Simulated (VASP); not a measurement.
# Ge3Pd (Pm-3m) in VASP: convergence with k mesh

Aim: find how far k mesh must go before the results for Ge3Pd settle, at PBE. This setting moves, with any that are tied to it; all else stays.

All numbers are computed with VASP 6.6.1; they aren't measurements. Logs are shortened: lines on timing, memory, paths and dates and some standing lists are left out, and cuts for length are marked.

## Step 1: The structure

It takes space group Pm-3m (No. 221, cubic). Conventional cell: a = 4.142 Å, b = 4.142 Å, c = 4.142 Å, α = 90.00°, β = 90.00°, γ = 90.00°. Pd (site symmetry m-3m) is surrounded by 12 Ge at 2.93 Å. Ge (site symmetry 4/mmm) is surrounded by 4 Pd at 2.93 Å and 8 Ge at 2.93 Å.

The cell comes from a database or a generator and needn't be the stable form of this composition.

## Step 2: With k mesh 2 × 2 × 2

Contents of INCAR:

```
SYSTEM = Ge3Pd
  PREC = Accurate
  ENCUT = 520
  EDIFF = 1E-7
  ISMEAR = 0
  SIGMA = 0.02
  LREAL = .FALSE.
  LASPH = .TRUE.
  NELM = 80
  ALGO = Normal
  ISIF = 2
  LWAVE = .FALSE.
  LCHARG = .FALSE.
  GGA = PE
```

Contents of KPOINTS:

```
regular mesh
0
G
  2 2 2
  0 0 0
```

Contents of POSCAR:

```
Ge3Pd
1.0
    4.1420230000      0.0000000000      0.0000000000
    0.0000000000      4.1420230000      0.0000000000
    0.0000000000      0.0000000000      4.1420230000
Pd Ge
1 3
Direct
    0.0000000000      0.0000000000      0.0000000000
    0.5000000000      0.5000000000      0.0000000000
    0.5000000000      0.0000000000      0.5000000000
    0.0000000000      0.5000000000      0.5000000000
```

Potentials or basis: VASP PAW PBE potentials, release 64 (Pd, Ge_d).

Run with:

```console
cat potpaw_PBE.64/Pd/POTCAR potpaw_PBE.64/Ge_d/POTCAR > POTCAR
mpirun -np 1 vasp_std > vasp.out
```

OUTCAR:

```text
SYSTEM = Ge3Pd
   PREC = Accurate
   ENCUT = 520
   EDIFF = 1E-7
   ISMEAR = 0
   LREAL = .FALSE.
   LASPH = .TRUE.
   NELM = 80
   ISIF = 2
   GGA = PE

 Found      4 irreducible k-points:

 Following reciprocal coordinates:
            Coordinates               Weight
  0.000000  0.000000  0.000000      1.000000
  0.500000  0.000000  0.000000      3.000000
  0.500000  0.500000  0.000000      3.000000
  0.500000  0.500000  0.500000      1.000000
   k-points           NKPTS =      4   k-points in BZ     NKDIM =      4   number of bands    NBANDS=     31
   number of dos      NEDOS =    301   number of ions     NIONS =      4
   total plane-waves  NPLWV =  32768
   dimension x,y,z NGX =    32 NGY =   32 NGZ =   32
   dimension x,y,z NGXF=    64 NGYF=   64 NGZF=   64
   ions per type =               1   3
   NGX,Y,Z   is equivalent  to a cutoff of  12.84, 12.84, 12.84 a.u.
   NGXF,Y,Z  is equivalent  to a cutoff of  25.69, 25.69, 25.69 a.u.
 SYSTEM =  Ge3Pd
   PREC   = accura    normal or accurate (medium, high low for compatibility)
   ISTART =      0    job   : 0-new  1-cont  2-samecut
   ICHARG =      2    charge: 1-file 2-atom 10-const
   ISPIN  =      1    spin polarized calculation?
   LNONCOLLINEAR =      F non collinear calculations
   LSORBIT =      F    spin-orbit coupling
   LASPH  =      T    aspherical Exc in radial PAW
   ENCUT  =  520.0 eV  38.22 Ry    6.18 a.u.   7.70  7.70  7.70*2*pi/ulx,y,z
   NELM   =     80;   NELMIN=  2; NELMDL= -5     # of ELM steps
   EDIFF  = 0.1E-06   stopping-criterion for ELM
   LREAL  =      F    real-space projection
   EDIFFG = 0.1E-05   stopping-criterion for IOM
   NSW    =      0    number of steps for IOM
   IBRION =     -1    ionic relax: 0-MD 1-quasi-New 2-CG
   NFREE  =      0    steps in history (QN), initial steepest desc. (CG)
   ISIF   =      2    stress and relaxation
   ISYM   =      2    0-nonsym 1-usesym 2-fastsym
   POTIM  = 0.5000    time-step for ionic-motion
   TEBEG  =    0.0;   TEEND  =   0.0 temperature during run
   PSTRESS=    0.0 pullay stress
   NELECT =      52.0000    total number of electrons
   NUPDOWN=      -1.0000    fix difference up-down
   EMIN   =  10.00;   EMAX   =-10.00  energy-range for DOS
   EFERMI =   0.00;   METHOD = LEGACY
   ISMEAR =     0;   SIGMA  =   0.02  broadening in eV -4-tet -1-fermi 0-gaus
   EFERMI_NEDOS =   21; number of points for ismear=-14 and -15
   IALGO  =     38    algorithm
   IMIX   =      4    mixing-type and parameters
     AMIX     =   0.40;   BMIX     =  1.00
     AMIX_MAG =   1.60;   BMIX_MAG =  1.00
  volume/ion in A,a.u.               =      17.77       119.89
  Fermi-wavevector in a.u.,A,eV,Ry     =   1.475243  2.787804 29.610913  2.176341
  Thomas-Fermi vector in A             =   2.589916
   LORBIT       =      0    0 simple, 1 ext, 2 COOP (PROOUT), +10 PAW based schemes
   GGA     = PE    functional components
   LHFCALC =     F    Hartree Fock is set to
   AEXX    =    0.0000 exact exchange contribution
   IVDW    =     0    specifies the selected vdW correction
   LEPSILON=     F    determine dielectric tensor
   LRPA    =     F    only Hartree local field effects (RPA)
 non-spin polarized calculation
 Gauss-broadening in eV      SIGMA  =   0.02
  energy-cutoff  :      520.00
  volume of cell :       71.06
 maximum number of plane-waves:      1936
 NGX is ok and might be reduce to    32
   NGX = 15   NGY = 15   NGZ = 15

 number of electron      52.0000057 magnetization

 Free energy of the ion-electron system (eV)
  ---------------------------------------------------
  ext. energy  EPLUGINS =         0.00000000
  ---------------------------------------------------
  free energy    TOTEN  =       -16.01007824 eV

  energy without entropy =      -16.00236512  energy(sigma->0) =      -16.00622168

 E-fermi :   7.5120     XC(G=0): -11.6975

 val. band max:        7.5058778556   @ k =   0.5000   0.0000   0.0000
 cond. band min:       7.6430493602   @ k =   0.5000   0.5000   0.0000
 fundamental gap:      0.1371715046
 Fermi energy:         7.5119692584

 k-point     1 :       0.0000    0.0000    0.0000
  band No.  band energies     occupation
      1     -17.2169      2.00000
      2     -17.2169      2.00000
      3     -17.2169      2.00000
      4     -17.2157      2.00000
      5     -17.1435      2.00000
      6     -17.1435      2.00000
[... 23 lines left out ...]
     30      10.5554      0.00000
     31      13.1747      0.00000

 k-point     2 :       0.5000    0.0000    0.0000
  band No.  band energies     occupation
      1     -17.2113      2.00000
      2     -17.1778      2.00000
      3     -17.1396      2.00000
      4     -17.1396      2.00000
      5     -17.1376      2.00000
      6     -17.1370      2.00000
[... 23 lines left out ...]
     30      10.2437      0.00000
     31      13.4273      0.00000

 k-point     3 :       0.5000    0.5000    0.0000
  band No.  band energies     occupation
      1     -17.1713      2.00000
      2     -17.1713      2.00000
      3     -17.1541      2.00000
      4     -17.1397      2.00000
      5     -17.1312      2.00000
      6     -17.1312      2.00000
[... 23 lines left out ...]
     30       9.9862      0.00000
     31      12.6967      0.00000

 k-point     4 :       0.5000    0.5000    0.5000
  band No.  band energies     occupation
      1     -17.1806      2.00000
      2     -17.1806      2.00000
      3     -17.1806      2.00000
      4     -17.1603      2.00000
      5     -17.1603      2.00000
      6     -17.1603      2.00000
[... 23 lines left out ...]
     30      15.0054      0.00000
     31      15.1202      0.00000

------------------------ aborting loop because EDIFF is reached ----------------------------------------

  FORCE on cell =-STRESS in cart. coord.  units (eV):
  Direction    XX          YY          ZZ          XY          YZ          ZX
  --------------------------------------------------------------------------------------
  -------------------------------------------------------------------------------------
  Total        1.1043073      1.1043073      1.1043073      0.0000000     -0.0000000      0.0000000
  in kB       24.8979167     24.8979167     24.8979167      0.0000000     -0.0000000      0.0000000
  external PRESSURE =      24.8979167 kB  Pullay stress =       0.0000000 kB

 VOLUME and BASIS-vectors are now :
 -----------------------------------------------------------------------------
  energy-cutoff  :      520.00
  volume of cell :       71.06
      direct lattice vectors                 reciprocal lattice vectors
     4.142023000  0.000000000  0.000000000     0.241427921  0.000000000  0.000000000
     0.000000000  4.142023000  0.000000000     0.000000000  0.241427921  0.000000000
     0.000000000  0.000000000  4.142023000     0.000000000  0.000000000  0.241427921

 POSITION                                       TOTAL-FORCE (eV/Angst)
 -----------------------------------------------------------------------------------
      0.00000      0.00000      0.00000         0.000000      0.000000      0.000000
      2.07101      2.07101      0.00000         0.000000      0.000000      0.000000
      2.07101      0.00000      2.07101         0.000000      0.000000      0.000000
      0.00000      2.07101      2.07101         0.000000      0.000000      0.000000
 -----------------------------------------------------------------------------------
    total drift:                                0.000000     -0.000000     -0.000000

  FREE ENERGIE OF THE ION-ELECTRON SYSTEM (eV)
  ---------------------------------------------------
  free  energy   TOTEN  =       -16.0100782385 eV

  energy  without entropy=      -16.0023651225  energy(sigma->0) =      -16.00622168
```

OSZICAR:

```text
N       E                     dE             d eps       ncg     rms          rms(c)
DAV:   1     0.454927337836E+03    0.45493E+03   -0.25802E+04   310   0.459E+03
DAV:   2     0.562584216131E+02   -0.39867E+03   -0.39104E+03   248   0.850E+02
DAV:   3    -0.127944772751E+02   -0.69053E+02   -0.68143E+02   297   0.204E+02
DAV:   4    -0.160940463127E+02   -0.32996E+01   -0.32918E+01   262   0.507E+01
DAV:   5    -0.161821019959E+02   -0.88056E-01   -0.87912E-01   298   0.879E+00    0.577E+00
DAV:   6    -0.166410856780E+02   -0.45898E+00   -0.41083E+00   263   0.907E+00    0.696E+00
DAV:   7    -0.160510601390E+02    0.59003E+00   -0.82135E-01   264   0.654E+00    0.293E+00
DAV:   8    -0.161332477880E+02   -0.82188E-01   -0.69895E-01   263   0.526E+00    0.359E+00
DAV:   9    -0.160122164794E+02    0.12103E+00   -0.20161E-01   263   0.280E+00    0.233E-01
DAV:  10    -0.160103782285E+02    0.18383E-02   -0.89842E-03   301   0.660E-01    0.193E-01
DAV:  11    -0.160100626117E+02    0.31562E-03   -0.15762E-03   301   0.560E-01    0.109E-01
DAV:  12    -0.160100699525E+02   -0.73408E-05   -0.41981E-04   293   0.262E-01    0.423E-02
DAV:  13    -0.160100755205E+02   -0.55680E-05   -0.57086E-05   277   0.681E-02    0.213E-02
DAV:  14    -0.160100788604E+02   -0.33398E-05   -0.51186E-06   285   0.196E-02    0.687E-03
DAV:  15    -0.160100783682E+02    0.49214E-06   -0.97886E-07   244   0.771E-03    0.160E-03
DAV:  16    -0.160100782155E+02    0.15272E-06   -0.17761E-07   184   0.270E-03    0.363E-04
DAV:  17    -0.160100782385E+02   -0.22977E-07   -0.17477E-08   145   0.126E-03
   1 F= -.16010078E+02 E0= -.16006222E+02  d E =-.771312E-02
```

stdout:

```text
POSCAR found type information on POSCAR PdGe
 POSCAR found :  2 types and       4 ions
 scaLAPACK will be used
 LDA part: xc-table for (Slater+PW92), standard interpolation
 POSCAR, INCAR and KPOINTS ok, starting setup
 FFT: planning ... GRIDC
 FFT: planning ... GRID_SOFT
 FFT: planning ... GRID
 WAVECAR not read
 entering main loop
```

Run time: 20 s. Hardware: 1 thread of Intel Xeon Platinum 8488C (Sapphire Rapids), shared host; peak memory 0.17 GiB.

What came out:

| Quantity | Value |
| --- | --- |
| Free energy | -16.0101 eV |
| Pressure | 2.5 GPa |
| Band gap on the k mesh | none (metal or under the smearing width) |

## Step 3: With k mesh 3 × 3 × 3

INCAR is that of step 2.

Contents of KPOINTS:

```
regular mesh
0
G
  3 3 3
  0 0 0
```

POSCAR is that of step 2.

Potentials or basis: VASP PAW PBE potentials, release 64 (Pd, Ge_d).

Run with:

```console
cat potpaw_PBE.64/Pd/POTCAR potpaw_PBE.64/Ge_d/POTCAR > POTCAR
mpirun -np 1 vasp_std > vasp.out
```

Wall time 17 s (1 thread of Intel Xeon Platinum 8488C (Sapphire Rapids), shared host); peak memory 0.17 GiB.

Results:

| Item | Value |
| --- | --- |
| Free energy | -18.5362 eV |
| Pressure | 1.1 GPa |
| Band gap on the k mesh | none (metal or under the smearing width) |

## Step 4: With k mesh 4 × 4 × 4

INCAR is that of step 3.

Contents of KPOINTS:

```
regular mesh
0
G
  4 4 4
  0 0 0
```

POSCAR is that of step 3.

Run with:

```console
cat potpaw_PBE.64/Pd/POTCAR potpaw_PBE.64/Ge_d/POTCAR > POTCAR
mpirun -np 1 vasp_std > vasp.out
```

Run time: 17 s. Hardware: 1 thread of Intel Xeon Platinum 8488C (Sapphire Rapids), shared host; peak memory 0.18 GiB.

What came out:

```
Free energy            : -18.3546 eV
Pressure               : -0.2 GPa
Band gap on the k mesh : none (metal or under the smearing width)
```

## Step 5: With k mesh 5 × 5 × 5

INCAR is that of step 4.

Contents of KPOINTS:

```
regular mesh
0
G
  5 5 5
  0 0 0
```

POSCAR is that of step 4.

Run with:

```console
cat potpaw_PBE.64/Pd/POTCAR potpaw_PBE.64/Ge_d/POTCAR > POTCAR
mpirun -np 1 vasp_std > vasp.out
```

Wall time 36 s (1 thread of Intel Xeon Platinum 8488C (Sapphire Rapids), shared host); peak memory 0.18 GiB.

What came out:

```
Free energy            : -18.5037 eV
Pressure               : -0.3 GPa
Band gap on the k mesh : none (metal or under the smearing width)
```

## Step 6: With k mesh 6 × 6 × 6

INCAR is that of step 5.

Contents of KPOINTS:

```
regular mesh
0
G
  6 6 6
  0 0 0
```

POSCAR is that of step 5.

Potentials or basis: VASP PAW PBE potentials, release 64 (Pd, Ge_d).

Run with:

```console
cat potpaw_PBE.64/Pd/POTCAR potpaw_PBE.64/Ge_d/POTCAR > POTCAR
mpirun -np 1 vasp_std > vasp.out
```

It took 49 s on 1 thread of Intel Xeon Platinum 8488C (Sapphire Rapids), shared host; peak memory 0.19 GiB.

Results:

```
Free energy            : -18.4472 eV
Pressure               : 0.5 GPa
Band gap on the k mesh : none (metal or under the smearing width)
```

## Step 7: With k mesh 7 × 7 × 7

INCAR is that of step 6.

Contents of KPOINTS:

```
regular mesh
0
G
  7 7 7
  0 0 0
```

POSCAR is that of step 6.

Run with:

```console
cat potpaw_PBE.64/Pd/POTCAR potpaw_PBE.64/Ge_d/POTCAR > POTCAR
mpirun -np 1 vasp_std > vasp.out
```

It took 62 s on 1 thread of Intel Xeon Platinum 8488C (Sapphire Rapids), shared host; peak memory 0.19 GiB.

Results:

```
Free energy            : -18.4714 eV
Pressure               : -0.1 GPa
Band gap on the k mesh : none (metal or under the smearing width)
```

## Step 8: With k mesh 9 × 9 × 9

INCAR is that of step 7.

Contents of KPOINTS:

```
regular mesh
0
G
  9 9 9
  0 0 0
```

POSCAR is that of step 7.

Run with:

```console
cat potpaw_PBE.64/Pd/POTCAR potpaw_PBE.64/Ge_d/POTCAR > POTCAR
mpirun -np 1 vasp_std > vasp.out
```

Run time: 81 s. Hardware: 1 thread of Intel Xeon Platinum 8488C (Sapphire Rapids), shared host; peak memory 0.21 GiB.

Results:

```yaml
Free_energy: -18.4760 eV
Pressure: 0.2 GPa
Band_gap_on_the_k_mesh: none (metal or under the smearing width)
```

## Step 9: With k mesh 11 × 11 × 11

INCAR is that of step 8.

Contents of KPOINTS:

```
regular mesh
0
G
  11 11 11
  0 0 0
```

POSCAR is that of step 8.

Potentials or basis: VASP PAW PBE potentials, release 64 (Pd, Ge_d).

Run with:

```console
cat potpaw_PBE.64/Pd/POTCAR potpaw_PBE.64/Ge_d/POTCAR > POTCAR
mpirun -np 1 vasp_std > vasp.out
```

Run time: 98 s. Hardware: 1 thread of Intel Xeon Platinum 8488C (Sapphire Rapids), shared host; peak memory 0.24 GiB.

Results (log left out):

```yaml
Free_energy: -18.4767 eV
Pressure: 0.0 GPa
Band_gap_on_the_k_mesh: none (metal or under the smearing width)
```

## Step 10: Result

```
      k mesh  energy less the tightest run, at zero smearing (meV/atom)  pressure (GPa)  SCF cycles  CPU time (s)  peak memory (GiB)
   2 × 2 × 2                                                     617.56            2.49          17            20               0.17
   3 × 3 × 3                                                     -14.36            1.06          14            17               0.17
   4 × 4 × 4                                                      30.70           -0.19          16            16               0.18
   5 × 5 × 5                                                      -6.72           -0.27          14            36               0.18
   6 × 6 × 6                                                       7.44            0.54          15            48               0.19
   7 × 7 × 7                                                       1.30           -0.07          15            61               0.19
   9 × 9 × 9                                                       0.17            0.16          14            81               0.21
11 × 11 × 11                                                       0.00            0.04          13            98               0.24
```

Against the tightest run, the energy stays within 1 meV/atom from 9 × 9 × 9 on. Not settled before the last step: the pressure (to 0.1 GPa). Meshes of other sizes hit other points, so gaps and Fermi surfaces needn't settle smoothly. The tightest run that finished is the yardstick and may itself not be fully converged.
